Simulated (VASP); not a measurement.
# ZrC: single point with LDA

Crystal: ZrC.

```
Zr C
1.0
     0.00000    2.32076    2.32076
     2.32076    0.00000    2.32076
     2.32076    2.32076    0.00000
Zr C
1 1
Direct
  0.50000 0.50000 0.50000
  0.00000 0.00000 0.00000
```

```yaml
Program: VASP 6.6.1
Task: single point
Functional: LDA
Potentials_or_basis: VASP PAW LDA potentials, release 64 (Zr_sv, C)
Cutoff: 520 eV
k_mesh: 16 × 16 × 16
Occupations: gaussian, width 0.1 eV
Spin: no spin polarisation
```

| Quantity | Value |
| --- | --- |
| Pressure | 0.6 GPa |
| Band gap on the k mesh | none (metal or under the smearing width) |

Levels at points of the mesh, in eV from the Fermi level:
```tsv
k point	band 6	band 7	band 8	band 9	band 10	band 11
(0.00, 0.00, 0.00)	0.97	0.97	0.97	1.06	1.06	1.06
(0.50, 0.00, 0.00)	-5.44	-3.05	-3.05	4.68	4.68	5.54
(0.50, 0.50, 0.00)	-1.93	-1.92	0.13	0.13	4.67	5.92
```

Wall time 27 s on 1 thread of Intel(R) Xeon(R) Platinum 8488C (Sapphire Rapids) (shared host), peak memory 0.17 GiB.
